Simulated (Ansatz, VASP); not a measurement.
## LaBr2 in two plane-wave programs

One calculation is typed for both programs; each brings its own data sets and cutoff. How far apart do they land?

Method: plane waves, with VASP 6.6.1 beside it; relaxation of cell and atoms at PBEsol, in Ansatz 0.2.0.

### Step 1. Starting point

Symmetry: P6_3/mmc, No. 194, hexagonal system. Conventional cell: a = 4.099 Å, b = 4.099 Å, c = 13.900 Å, α = 90.00°, β = 90.00°, γ = 120.00°. Nearest to La lie 6 Br at 3.07 Å. Br has 3 La at 3.07 Å nearest. Farther neighbours and most contacts between anions are not listed.

### Step 2. VASP: relaxation of cell and atoms, PBEsol

The relaxed volume is the usual yardstick between codes: its relative difference is about their pressure difference at one cell divided by the bulk modulus.

Lines of VASP's logs that name or quote its potential files are left out, and so is its time.

INCAR

```
SYSTEM = LaBr2
PREC = Accurate
ENCUT = 350
EDIFF = 1E-06
NELM = 120
ISMEAR = 0
SIGMA = 0.05
LREAL = .FALSE.
ALGO = Normal
GGA = PS
NBANDS = 31
LORBIT = 11
LWAVE = .FALSE.
LCHARG = .FALSE.
KPAR = 4
IBRION = 2
NSW = 40
ISIF = 3
EDIFFG = -0.02
POTIM = 0.4
```

POSCAR

```
LaBr2
1.0
    4.0988000000      0.0000000000      0.0000000000
   -2.0494000000      3.5496649250      0.0000000000
    0.0000000000      0.0000000000     13.9000000000
La Br
2 4
Direct
    0.0000000000      0.0000000000      0.7500000000
    0.0000000000      0.0000000000      0.2500000000
    0.6666666667      0.3333333333      0.6093000000
    0.3333333333      0.6666666667      0.1093000000
    0.6666666667      0.3333333333      0.8907000000
    0.3333333333      0.6666666667      0.3907000000
```

KPOINTS

```
Automatic mesh
0
Gamma
5 5 2
0 0 0
```

Potentials, in the order of the species: La and Br (PBE family, release 64).

Command:

```sh
mpirun -np 4 vasp_std
```

Numbers of over 12 decimals in the logs are rounded to 6 here.

The program printed:

```text
[banner, memory and clock lines left out]
running    4 mpi-ranks, on    1 nodes
 distrk:  each k-point on    1 cores,    4 groups
 distr:  one band on    1 cores,    1 groups

 POSCAR found type information on POSCAR LaBr
 POSCAR found :  2 types and       6 ions
|                                                                             |
|               ----> ADVICE to this user running VASP <----                  |
|                                                                             |
|     You enforced a specific xc type in the INCAR file but a different       |
|     [... a line on the potential file left out ...]
|     I HOPE YOU KNOW WHAT YOU ARE DOING!                                     |
|                                                                             |

 LDA part: xc-table for (Slater+PW92), standard interpolation
 POSCAR, INCAR and KPOINTS ok, starting setup
 FFT: planning ... GRIDC
 FFT: planning ... GRID_SOFT
 FFT: planning ... GRID
 WAVECAR not read
 entering main loop
       N       E                     dE             d eps       ncg     rms          rms(c)
DAV:   1     0.523423882392E+03    0.52342E+03   -0.15083E+04   620   0.142E+03
DAV:   2     0.933960610986E+02   -0.43003E+03   -0.41777E+03   844   0.315E+02
DAV:   3    -0.968972295243E+01   -0.10309E+03   -0.10068E+03   936   0.171E+02
DAV:   4    -0.272600232633E+02   -0.17570E+02   -0.17375E+02  1184   0.601E+01
DAV:   5    -0.286878555661E+02   -0.14278E+01   -0.13895E+01  1040   0.176E+01    0.688E+00
DAV:   6    -0.284603643305E+02    0.22749E+00   -0.49318E+00  1184   0.127E+01    0.293E+00
DAV:   7    -0.284225748790E+02    0.37789E-01   -0.48262E-01   968   0.399E+00    0.154E+00
DAV:   8    -0.284291861416E+02   -0.66113E-02   -0.13055E-01  1088   0.220E+00    0.351E-01
DAV:   9    -0.284287977419E+02    0.38840E-03   -0.18435E-02  1032   0.945E-01    0.318E-01
DAV:  10    -0.284300387316E+02   -0.12410E-02   -0.62820E-03  1168   0.444E-01    0.106E-01
DAV:  11    -0.284299964934E+02    0.42238E-04   -0.92110E-04  1080   0.211E-01    0.565E-02
DAV:  12    -0.284301525506E+02   -0.15606E-03   -0.53427E-04  1128   0.143E-01    0.177E-02
DAV:  13    -0.284301599858E+02   -0.74352E-05   -0.78667E-05  1160   0.488E-02    0.154E-02
DAV:  14    -0.284301603177E+02   -0.33195E-06   -0.18563E-05  1184   0.240E-02    0.837E-03
DAV:  15    -0.284301608623E+02   -0.54454E-06   -0.28723E-06   744   0.948E-03
   1 F= -.28430161E+02 E0= -.28421526E+02  d E =-.284302E+02
[... from here on, the cycles between the ionic steps are left out ...]
   2 F= -.28508320E+02 E0= -.28502255E+02  d E =-.781595E-01
   3 F= -.28508645E+02 E0= -.28502435E+02  d E =-.784837E-01
   6 F= -.28511524E+02 E0= -.28507654E+02  d E =-.287989E-02
   7 F= -.28514600E+02 E0= -.28509884E+02  d E =-.595591E-02
   8 F= -.28516110E+02 E0= -.28511340E+02  d E =-.150981E-02
   9 F= -.28518459E+02 E0= -.28513562E+02  d E =-.385863E-02
  10 F= -.28519815E+02 E0= -.28514620E+02  d E =-.521463E-02
  11 F= -.28520377E+02 E0= -.28515210E+02  d E =-.561562E-03
  12 F= -.28521402E+02 E0= -.28516320E+02  d E =-.158670E-02
  13 F= -.28520671E+02 E0= -.28515765E+02  d E =-.855985E-03
 curvature:  24.20 expect dE= 0.370E-01 dE for cont linesearch  0.450E-02
 ZBRENT: bracketing found
 ZBRENT: interpolating
 opt :   1.1263  next Energy=   -28.521568 (dE=-0.175E-02)
 bond charge predicted
       N       E                     dE             d eps       ncg     rms          rms(c)
DAV:   1    -0.285178501337E+02    0.28208E-02   -0.12786E+00   764   0.101E+01    0.658E-01
DAV:   2    -0.285249157350E+02   -0.70656E-02   -0.10939E-01   958   0.307E+00    0.282E-01
DAV:   3    -0.285225916471E+02    0.23241E-02   -0.41751E-03  1104   0.526E-01    0.200E-01
DAV:   4    -0.285215492843E+02    0.10424E-02   -0.51264E-03  1040   0.420E-01    0.933E-02
DAV:   5    -0.285216095789E+02   -0.60295E-04   -0.82958E-04   976   0.221E-01    0.334E-02
DAV:   6    -0.285215796734E+02    0.29905E-04   -0.19301E-04  1080   0.934E-02    0.120E-02
DAV:   7    -0.285215842760E+02   -0.46026E-05   -0.29553E-05   994   0.358E-02    0.108E-02
DAV:   8    -0.285215851321E+02   -0.85611E-06   -0.35375E-06   665   0.148E-02
  14 F= -.28521585E+02 E0= -.28516558E+02  d E =-.177002E-02
 curvature:  -0.89 expect dE=-0.950E-04 dE for cont linesearch -0.555E-07
 trial: gam=-0.04748 g(F)=  0.293E-04 g(S)=  0.771E-04 ort = 0.406E-04 (trialstep = 0.381E+00)
 search vector abs. value=  0.162E-03
 reached required accuracy - stopping structural energy minimisation
```

From OUTCAR (step 2):

```text
ion  position               nearest neighbor table
   1  0.000  0.000  0.750-   3 3.07   5 3.07   3 3.07   5 3.07   3 3.07   5 3.07
   2  0.000  0.000  0.250-   4 3.07   6 3.07   4 3.07   6 3.07   4 3.07   6 3.07
   3  0.667  0.333  0.609-   1 3.07   1 3.07   1 3.07
   4  0.333  0.667  0.109-   2 3.07   2 3.07   2 3.07
   5  0.667  0.333  0.891-   1 3.07   1 3.07   1 3.07
   6  0.333  0.667  0.391-   2 3.07   2 3.07   2 3.07

  LATTYP: Found a hexagonal cell.
 ALAT       =     4.0988000000
 C/A-ratio  =     3.3912364595

 Subroutine GETGRP returns: Found 24 space group operations
 (whereof 12 operations were pure point group operations)

The static configuration has the point symmetry D_3d.
 The point group associated with its full space group is D_6h.

 Found     10 irreducible k-points:

   k-points           NKPTS =     10   k-points in BZ     NKDIM =     10   number of bands    NBANDS=     31

   dimension x,y,z NGX =    28 NGY =   28 NGZ =   90
   dimension x,y,z NGXF=    56 NGYF=   56 NGZF=  180

   ENCUT  =  350.0 eV  25.72 Ry    5.07 a.u.   6.25  6.25 21.20*2*pi/ulx,y,z

   NELECT =      50.0000    total number of electrons

 k-points in reciprocal lattice and weights: Automatic mesh
   0.00000000  0.00000000  0.00000000       0.020
   0.20000000  0.00000000  0.00000000       0.120
   0.40000000 -0.00000000  0.00000000       0.120
   0.20000000  0.20000000  0.00000000       0.120
   0.40000000  0.20000000  0.00000000       0.120
   0.00000000  0.00000000  0.50000000       0.020
   0.20000000  0.00000000  0.50000000       0.120
   0.40000000 -0.00000000  0.50000000       0.120
   0.20000000  0.20000000  0.50000000       0.120
   0.40000000  0.20000000  0.50000000       0.120

 average (electrostatic) potential at core
       1-100.0289       2-100.0289       3 -62.4006       4 -62.4006       5 -62.4006
       6 -62.4006

 E-fermi :   4.7301

 k-point     1 :       0.0000    0.0000    0.0000
  band No.  band energies     occupation
    ...
     20       0.6874      2.00000
     21       0.6874      2.00000
     22       0.7665      2.00000
     23       0.7665      2.00000
     24       1.2691      2.00000
     25       4.8186      0.01233
     26       5.1637      0.00000
     27       5.6116      0.00000
     28       5.6782      0.00000
     29       6.0388      0.00000
    ...

 k-point     2 :       0.2000    0.0000    0.0000
  band No.  band energies     occupation
    ...
     21       0.6444      2.00000
     22       0.7693      2.00000
     23       0.7714      2.00000
     24       1.1595      2.00000
     25       4.7357      0.87606
     26       4.8187      0.01227
     27       5.8340      0.00000
     28       5.8828      0.00000
     29       5.9629      0.00000
     30       5.9851      0.00000
    ...

 k-point     3 :       0.4000   -0.0000    0.0000
  band No.  band energies     occupation
    ...
     22       0.6890      2.00000
     23       0.8799      2.00000
     24       0.9691      2.00000
     25       4.5822      1.99997
     26       4.6236      1.99741
     27       5.8786      0.00000
     28       5.9467      0.00000
     29       5.9547      0.00000
     30       5.9673      0.00000
     31       5.9857      0.00000

  Total        0.0311963      0.0311963     -0.1002002      0.0000000     -0.0000000      0.0000000
  in kB        0.2491572      0.2491572     -0.8002757      0.0000000     -0.0000000      0.0000000
  external PRESSURE =      -0.1006537 kB  Pullay stress =       0.0000000 kB

  energy-cutoff  :      350.00
  volume of cell :      200.60
      direct lattice vectors                 reciprocal lattice vectors
     4.059240893  0.000000000 -0.000000000     0.246351480  0.142231093  0.000000000
    -2.029620446  3.515405733  0.000000000    -0.000000000  0.284462186 -0.000000000
    -0.000000000  0.000000000 14.057867762     0.000000000 -0.000000000  0.071134543

 POSITION                                       TOTAL-FORCE (eV/Angst)
 -----------------------------------------------------------------------------------
     -0.00000      0.00000     10.54340         0.000000     -0.000000     -0.000000
     -0.00000      0.00000      3.51447        -0.000000      0.000000      0.000000
      2.02962      1.17180      8.65658         0.000000     -0.000000      0.013780
     -0.00000      2.34360      1.62765        -0.000000      0.000000      0.013780
      2.02962      1.17180     12.43022         0.000000     -0.000000     -0.013780
     -0.00000      2.34360      5.40129         0.000000      0.000000     -0.013780
 -----------------------------------------------------------------------------------
    total drift:                                0.000000     -0.000000      0.000000

  FREE ENERGIE OF THE ION-ELECTRON SYSTEM (eV)
  ---------------------------------------------------
  free  energy   TOTEN  =       -28.5215851321 eV

  energy  without entropy=      -28.5115315446  energy(sigma->0) =      -28.51655834

 reached required accuracy - stopping structural energy minimisation

 total charge
# of ion       s       p       d       f       tot
--------------------------------------------------
    1        2.020   5.636   0.735   0.140   8.532
    2        2.020   5.636   0.735   0.140   8.532
    3        1.603   3.241   0.019   0.000   4.863
    4        1.603   3.241   0.019   0.000   4.863
    5        1.603   3.241   0.019   0.000   4.863
    6        1.603   3.241   0.019   0.000   4.863
--------------------------------------------------
tot         10.451  24.235   1.546   0.281  36.513

[... 3 further parts left out ...]
```

CONTCAR:

```
LaBr2
   1.00000000000000
     4.0592408929372139    0.0000000000000000   -0.0000000000000000
    -2.0296204464686070    3.5154057333335453    0.0000000000000000
    -0.0000000000000000    0.0000000000000000   14.0578677618447738
  La              Br
     2     4
Direct
     0.0000000000000000    0.0000000000000000    0.7500000000000000
     0.0000000000000000    0.0000000000000000    0.2500000000000000
     0.6666666667000030    0.3333333332999970    0.6157818766387193
     0.3333333332999970    0.6666666667000030    0.1157818766387194
     0.6666666667000030    0.3333333332999970    0.8842181233612807
     0.3333333332999970    0.6666666667000030    0.3842181233612805
```

The run keeps the 24 symmetry operations of its start, so it cannot find a distortion of lower symmetry.

(Part 1 of 2 ends here.)

[Lines on the potential files, build, host, timing and source positions are cut from VASP's logs without a mark.]

[Logs are printed without paths, hosts, clocks, repeated set-up lines and the standing remarks that a program may print on its own settings, such as how far it seeks lower states.]

[Hosts, paths, dates, database ids (printed as entryN), source tags and the programs' standing remarks are cut or masked in the printed files.]
